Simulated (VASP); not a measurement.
# ZnRe (P-6m2) in VASP: notebook, part 2 of 2

VASP 6.6.1.

## Step 3: Single point, PBEsol

Contents of INCAR:

```
SYSTEM = ZnRe
ALGO = Fast
EDIFF = 1E-7
ENCUT = 520
GGA = PS
ISIF = 2
ISMEAR = 0
LASPH = .True.
LCHARG = .False.
LREAL = .False.
LWAVE = .False.
NBANDS = 16
NELM = 100
PREC = Accurate
SIGMA = 0.15
```

Contents of KPOINTS:

```
k-points
0
Gamma
  21 21 12
  0 0 0
```

Contents of POSCAR:

```
ZnRe
1.0
    2.7482183437      0.0000000000      0.0000000000
   -1.3741091718      2.3800269008      0.0000000000
    0.0000000000      0.0000000000      4.4940660000
Zn Re
1 1
Direct
    0.0000000000      0.0000000000      0.0000000000
    0.3333333333      0.6666666667      0.5000000000
```

Potentials or basis: VASP PAW PBE potentials, release 64 (Zn, Re).

On the command line:

```sh
cat potpaw_PBE.64/Zn/POTCAR potpaw_PBE.64/Re/POTCAR > POTCAR
mpirun -np 1 vasp_std > vasp.out
```

OUTCAR:

```text
SYSTEM = ZnRe
   EDIFF = 1E-7
   ENCUT = 520
   GGA = PS
   ISIF = 2
   ISMEAR = 0
   LASPH = .True.
   LREAL = .False.
   NELM = 100
   PREC = Accurate

 ion  position               nearest neighbor table
   1  0.000  0.000  0.000-   2 2.75   2 2.75   2 2.75   2 2.75   2 2.75   2 2.75
   2  0.333  0.667  0.500-   1 2.75   1 2.75   1 2.75   1 2.75   1 2.75   1 2.75

  LATTYP: Found a hexagonal cell.
 ALAT       =     2.7482183437
 C/A-ratio  =     1.6352652657

  Lattice vectors:

 A1 = (   2.7482183437,   0.0000000000,   0.0000000000)
 A2 = (  -1.3741091718,   2.3800269008,   0.0000000000)
 A3 = (   0.0000000000,   0.0000000000,   4.4940660000)

Analysis of symmetry for initial positions (statically):
=====================================================================
 Subroutine PRICEL returns:
 Original cell was already a primitive cell.

 Routine SETGRP: Setting up the symmetry group for a
 hexagonal supercell.

 Subroutine GETGRP returns: Found 12 space group operations
 (whereof 12 operations were pure point group operations)
 out of a pool of 24 trial point group operations.

The static configuration has the point symmetry D_3h.
[... 162 lines left out ...]

 E-fermi :   5.3240     XC(G=0): -12.9102

 val. band max:        5.3218576297   @ k =   0.3333   0.2381   0.5000
 cond. band min:       5.3297720828   @ k =   0.3333   0.0476   0.4167
 fundamental gap:      0.0079144531
 Fermi energy:         5.3240469009

 k-point     1 :       0.0000    0.0000    0.0000
  band No.  band energies     occupation
      1      -4.9248      2.00000
      2      -2.5393      2.00000
      3      -1.9037      2.00000
      4      -1.9037      2.00000
      5      -1.5217      2.00000
      6      -1.5217      2.00000
[... 433 lines left out ...]
      3      -1.9927      2.00000
      4      -1.8892      2.00000
      5      -1.6293      2.00000
      6      -1.4974      2.00000
[... 8 lines left out ...]
     15      16.2765      0.00000
     16      20.8486      0.00000

 [... further k-points ...]

------------------------ aborting loop because EDIFF is reached ----------------------------------------

  FORCE on cell =-STRESS in cart. coord.  units (eV):
  Direction    XX          YY          ZZ          XY          YZ          ZX
  --------------------------------------------------------------------------------------
  -------------------------------------------------------------------------------------
  Total       -1.7111296     -1.7111296     -1.6420180     -0.0000000      0.0000000      0.0000000
  in kB      -93.2654849    -93.2654849    -89.4985382     -0.0000000      0.0000000      0.0000000
  external PRESSURE =     -92.0098360 kB  Pullay stress =       0.0000000 kB

 VOLUME and BASIS-vectors are now :
 -----------------------------------------------------------------------------
  energy-cutoff  :      520.00
  volume of cell :       29.39
      direct lattice vectors                 reciprocal lattice vectors
     2.748218344  0.000000000  0.000000000     0.363872107  0.210081659  0.000000000
    -1.374109172  2.380026901  0.000000000     0.000000000  0.420163318  0.000000000
     0.000000000  0.000000000  4.494066000     0.000000000  0.000000000  0.222515646

 POSITION                                       TOTAL-FORCE (eV/Angst)
 -----------------------------------------------------------------------------------
      0.00000      0.00000      0.00000        -0.000000      0.000000      0.000000
     -0.00000      1.58668      2.24703         0.000000      0.000000      0.000000
 -----------------------------------------------------------------------------------
    total drift:                                0.000000     -0.000000      0.000000

  FREE ENERGIE OF THE ION-ELECTRON SYSTEM (eV)
  ---------------------------------------------------
  free  energy   TOTEN  =       -14.4483530387 eV

  energy  without entropy=      -14.4346335193  energy(sigma->0) =      -14.44149328
```

OSZICAR:

```text
N       E                     dE             d eps       ncg     rms          rms(c)
DAV:   1     0.576381797075E+02    0.57638E+02   -0.95115E+03 16104   0.166E+03
DAV:   2    -0.134057872078E+02   -0.71044E+02   -0.67284E+02 16296   0.361E+02
DAV:   3    -0.154366752578E+02   -0.20309E+01   -0.20208E+01 15688   0.520E+01
DAV:   4    -0.154507096473E+02   -0.14034E-01   -0.14030E-01 13352   0.294E+00
DAV:   5    -0.154509744904E+02   -0.26484E-03   -0.26484E-03 16512   0.491E-01    0.256E+01
RMM:   6    -0.146182316613E+02    0.83274E+00   -0.10182E+00 14558   0.196E+01    0.956E+00
RMM:   7    -0.144743372045E+02    0.14389E+00   -0.11082E+00 16534   0.122E+01    0.124E+00
RMM:   8    -0.144528497809E+02    0.21487E-01   -0.65744E-02 16361   0.343E+00    0.106E+00
RMM:   9    -0.144488044639E+02    0.40453E-02   -0.12666E-02 17442   0.124E+00    0.355E-01
RMM:  10    -0.144484319892E+02    0.37247E-03   -0.14944E-03 17727   0.327E-01    0.869E-02
RMM:  11    -0.144483643362E+02    0.67653E-04   -0.17880E-04 16780   0.230E-01    0.470E-02
RMM:  12    -0.144483535555E+02    0.10781E-04   -0.85581E-05 17052   0.119E-01    0.175E-02
RMM:  13    -0.144483530352E+02    0.52033E-06   -0.22635E-05 17725   0.516E-02    0.384E-03
RMM:  14    -0.144483530262E+02    0.89503E-08   -0.30269E-06 15810   0.184E-02    0.155E-03
RMM:  15    -0.144483530387E+02   -0.12422E-07   -0.43868E-07 12317   0.160E-02
   1 F= -.14448353E+02 E0= -.14441493E+02  d E =-.137195E-01
```

stdout:

```text
POSCAR found type information on POSCAR ZnRe
 POSCAR found :  2 types and       2 ions
 scaLAPACK will be used
 -----------------------------------------------------------------------------
|                                                                             |
|                                                                             |
|     You enforced a specific xc type in the INCAR file but a different       |
|     I HOPE YOU KNOW WHAT YOU ARE DOING!                                     |
|                                                                             |
 -----------------------------------------------------------------------------

 LDA part: xc-table for (Slater+PW92), standard interpolation
 POSCAR, INCAR and KPOINTS ok, starting setup
 FFT: planning ... GRIDC
 FFT: planning ... GRID_SOFT
 FFT: planning ... GRID
 WAVECAR not read
 entering main loop
WARNING in EDDRMM: call to ZHEGV failed, returncode =   6  3     14
```

Run time: 2 min. Hardware: 1 thread of Intel Xeon Platinum 8488C (Sapphire Rapids), shared host; peak memory 0.28 GiB.

What came out:

```
Free energy            : -14.4484 eV
Pressure               : -9.2 GPa
Band gap on the k mesh : none (metal or under the smearing width)
```

Stress tensor (GPa, compression positive):
```
-9.33  0.00  0.00
 0.00 -9.33  0.00
 0.00  0.00 -8.95
```

Levels at points of the mesh, in eV from the Fermi level:
| k point | band 6 | band 7 | band 8 | band 9 | band 10 | band 11 | band 12 | band 13 | band 14 | band 15 |
| --- | --- | --- | --- | --- | --- | --- | --- | --- | --- | --- |
| (0.00, 0.00, 0.00) | -6.85 | -4.98 | -1.52 | -1.22 | -1.22 | 1.72 | 1.72 | 4.76 | 14.77 | 17.19 |
| (0.00, 0.00, 0.50) | -6.85 | -6.85 | -3.08 | -1.13 | -1.13 | 1.65 | 1.65 | 9.54 | 14.11 | 14.99 |

Caveat: the PAW data sets were made with another functional, which shifts forces and pressure a little.
